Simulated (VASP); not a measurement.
All values below come from PBEsol GGA, VASP's PBE PAW potentials (set 64) (plane waves; VASP).

VASP ran on this input.

INCAR:
```
ALGO  =  Normal
EDIFF  =  1E-7
ENCUT  =  520
GGA  =  PS
ISIF  =  2
ISMEAR  =  -5
LASPH  =  .True.
LCHARG  =  .True.
LMAXMIX  =  4
LORBIT  =  11
LREAL  =  .False.
LWAVE  =  .False.
NEDOS  =  601
NELM  =  100
PREC  =  Accurate
SYSTEM  =  PdC
```

KPOINTS:
```
Regular mesh
0
gamma
15 15 15
0 0 0
```

**POSCAR**
```
PdC
1.0
  2.7328982598   0.0000000000   0.0000000000
  0.0000000000   2.7328982598   0.0000000000
  0.0000000000   0.0000000000   2.7328982598
Pd C
1 1
Cart
  0.0000000000   0.0000000000   0.0000000000
  1.3664491299   1.3664491299   1.3664491299
```

POTCAR, in this order: Pd C (PBE.64 set). Program: vasp_std.

**Question.** What does the run give for the energy per atom (σ→0), band gap (on the k-mesh)?

**Answer.** 
```yaml
energy per atom (σ→0): -585.5 kJ/mol of atoms
band gap (on the k-mesh): none (metal, semimetal or under 0.01 eV)
```

### OSZICAR
```
...
DAV:  10    -0.121357156140E+02    0.43534E-03   -0.38156E-03  3020   0.539E-01    0.171E-01
DAV:  11    -0.121357216907E+02   -0.60767E-05   -0.11681E-03  3328   0.314E-01    0.237E-02
DAV:  12    -0.121356871102E+02    0.34581E-04   -0.66557E-05  3063   0.834E-02    0.645E-03
DAV:  13    -0.121356924557E+02   -0.53455E-05   -0.22707E-06  3108   0.155E-02    0.116E-03
DAV:  14    -0.121356946729E+02   -0.22172E-05   -0.26056E-07  2079   0.432E-03    0.726E-04
DAV:  15    -0.121356939977E+02    0.67528E-06   -0.32166E-08  1632   0.170E-03    0.170E-04
DAV:  16    -0.121356939776E+02    0.20038E-07   -0.28659E-09  1554   0.472E-04
   1 F= -.12135694E+02 E0= -.12135694E+02  d E =0.000000E+00
```

The structure was generated: PdC was put into the CsCl type type (Pm-3m), which need not be its known phase. It was relaxed first, which changed the volume by -7 %.
